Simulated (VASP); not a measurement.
Input:

```yaml
crystal:
  lattice:
    - [2.82252, 0.00000, 0.00000]
    - [0.00000, 2.82252, 0.00000]
    - [0.00000, 0.00000, 3.55378]
  atoms:
    - { symbol: Cu, position: [0.00000, 0.00000, 0.00000] }
    - { symbol: Au, position: [0.50000, 0.50000, 0.50000] }
```

All values below come from AM05 GGA, VASP's PBE PAW potentials (set 64) (plane waves; VASP 6.6.1). Numerical set-up: 520 eV cut-off, 14×14×12 Γ-centred mesh, tetrahedra with Blöchl corrections, potentials Cu Au.

Unless said otherwise, spin-orbit coupling is left out, though it shifts the bands of the heavy elements here.

Question: What does the run give for the energy per atom (σ→0), band gap (on the k-mesh) with the smallest direct gap where there is one?

Answer: 
The band gap (on the k-mesh) is none (metal, semimetal or under 0.01 eV). The energy per atom (σ→0) is -3.895 eV/atom.

Total energies compare only between runs with the same potentials, cut-off and functional.

The compound is CuAu in the L1_0 structure. It was relaxed first.
